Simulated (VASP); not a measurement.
Output of a VASP run:

### OSZICAR
```
       N       E                     dE             d eps       ncg     rms          rms(c)
DAV:   1     0.382156806036E+03    0.38216E+03   -0.21478E+04  4344   0.178E+03
DAV:   2     0.134451286301E+02   -0.36871E+03   -0.36349E+03  4083   0.477E+02
DAV:   3    -0.209448091967E+02   -0.34390E+02   -0.33733E+02  5864   0.132E+02
DAV:   4    -0.221154876045E+02   -0.11707E+01   -0.11331E+01  4679   0.222E+01
DAV:   5    -0.221447008477E+02   -0.29213E-01   -0.29207E-01  5078   0.401E+00    0.155E+01
DAV:   6    -0.200414059614E+02    0.21033E+01   -0.26841E+01  5377   0.473E+01    0.147E+01
DAV:   7    -0.199661508376E+02    0.75255E-01   -0.25008E+00  4976   0.186E+01    0.822E+00
DAV:   8    -0.199784616581E+02   -0.12311E-01   -0.28895E-01  5375   0.466E+00    0.407E+00
DAV:   9    -0.199687641586E+02    0.96975E-02   -0.55062E-02  5437   0.228E+00    0.375E-01
DAV:  10    -0.199706498821E+02   -0.18857E-02   -0.90539E-03  4998   0.626E-01    0.194E-01
DAV:  11    -0.199708093004E+02   -0.15942E-03   -0.84082E-04  4663   0.214E-01    0.115E-01
DAV:  12    -0.199708928001E+02   -0.83500E-04   -0.27947E-04  5042   0.926E-02    0.866E-02
DAV:  13    -0.199709254655E+02   -0.32665E-04   -0.16522E-05  4504   0.388E-02    0.463E-02
DAV:  14    -0.199709538145E+02   -0.28349E-04   -0.17328E-05  4538   0.297E-02    0.109E-02
DAV:  15    -0.199709510101E+02    0.28044E-05   -0.69205E-07  4437   0.767E-03    0.405E-03
DAV:  16    -0.199709507730E+02    0.23714E-06   -0.66677E-08  3159   0.245E-03    0.219E-03
DAV:  17    -0.199709516110E+02   -0.83803E-06   -0.12453E-07  2550   0.236E-03    0.841E-04
DAV:  18    -0.199709514659E+02    0.14508E-06   -0.46070E-08  2584   0.156E-03    0.388E-04
DAV:  19    -0.199709514575E+02    0.84092E-08   -0.66716E-09  2388   0.571E-04
   1 F= -.19970951E+02 E0= -.19970951E+02  d E =-.199710E+02  mag=    -0.0000
```

**OUTCAR**
```
------------------------ aborting loop because EDIFF is reached ----------------------------------------
  FORCE on cell =-STRESS in cart. coord.  units (eV):
  Direction    XX          YY          ZZ          XY          YZ          ZX
  --------------------------------------------------------------------------------------
  Total       -1.8363117     -1.8363117     -1.8363117     -0.0288480     -0.0288480     -0.0288480
  in kB      -42.2226632    -42.2226632    -42.2226632     -0.6633072     -0.6633072     -0.6633072
  external PRESSURE =     -42.2226632 kB  Pullay stress =       0.0000000 kB
  volume of cell :       69.68
      direct lattice vectors                 reciprocal lattice vectors
     5.175106115  2.578059300  2.578059300     0.288966477 -0.096086266 -0.096086266
     2.578059300  5.175106115  2.578059300    -0.096086266  0.288966477 -0.096086266
     2.578059300  2.578059300  5.175106115    -0.096086266 -0.096086266  0.288966477
 POSITION                                       TOTAL-FORCE (eV/Angst)
 -----------------------------------------------------------------------------------
      0.00000      0.00000      0.00000        -0.000000      0.000000     -0.000000
      5.16561      5.16561      5.16561        -0.000000      0.000000      0.000000
      2.58281      2.58281      2.58281         0.000000     -0.000000      0.000000
      7.74842      7.74842      7.74842         0.000000     -0.000000      0.000000
 -----------------------------------------------------------------------------------
    total drift:                                0.000000     -0.000000     -0.000000
  FREE ENERGIE OF THE ION-ELECTRON SYSTEM (eV)
  ---------------------------------------------------
  free  energy   TOTEN  =       -19.9709514575 eV

  energy  without entropy=      -19.9709514575  energy(sigma->0) =      -19.97095146

 total charge

# of ion       s       p       d       tot
------------------------------------------
    1        0.216   6.163   4.973  11.352
    2        0.216   6.163   4.973  11.352
    3        1.329   2.402   0.000   3.732
    4        1.329   2.402   0.000   3.732
--------------------------------------------------
tot          3.092  17.131   9.945  30.168

 magnetization (x)

# of ion       s       p       d       tot
------------------------------------------
    1        0.015   0.013   4.118   4.146
    2       -0.015  -0.013  -4.118  -4.146
    3        0.000   0.000   0.000   0.000
    4        0.000   0.000   0.000   0.000
--------------------------------------------------
tot          0.000   0.000   0.000   0.000

 reached required accuracy - stopping structural energy minimisation
```
(Selected blocks of OUTCAR.)

### POSCAR
```
MnS
1
    5.1751061146     2.5780593000     2.5780593000
    2.5780593000     5.1751061146     2.5780593000
    2.5780593000     2.5780593000     5.1751061146
Mn S
2 2
Direct
  0.0000000000   0.0000000000   0.0000000000
  0.5000000000   0.5000000000   0.5000000000
  0.2500000000   0.2500000000   0.2500000000
  0.7500000000   0.7500000000   0.7500000000
```

Q: Reconstruct the remaining input files.

A: Several could match; the one computed here: the input of the run itself, rev-vdW-DF2, plane waves, VASP's PBE PAW potentials (set 64).

### KPOINTS
```
kpoints
0
gamma
 7 7 7
```

### INCAR
```
SYSTEM  =  MnS
PREC  =  Accurate; ENCUT  =  520; LREAL  =  F
LASPH  =  T
EDIFF  =  1E-7; NELM  =  100; ALGO  =  Normal
LMAXMIX  =  4
ISMEAR  =  0; SIGMA  =  0.05
GGA  =  MK; LUSE_VDW  =  T; AGGAC  =  0.0
PARAM1  =  0.1234568; PARAM2  =  0.7114; ZAB_VDW  =  -1.8867
MAGMOM  =  4.1 -4.1 0.0 0.0
ISPIN  =  2
IBRION  =  2; NSW  =  30; ISIF  =  4
EDIFFG  =  -0.01
LWAVE  =  F; LCHARG  =  F; LORBIT  =  10
```

POTCAR, in this order: Mn_pv S (PBE.64 set). Program: vasp_std.

The compound is MnS in the rock salt, AFM-II order structure. This cell is one point of a volume scan, at 1.06 of the reference volume.
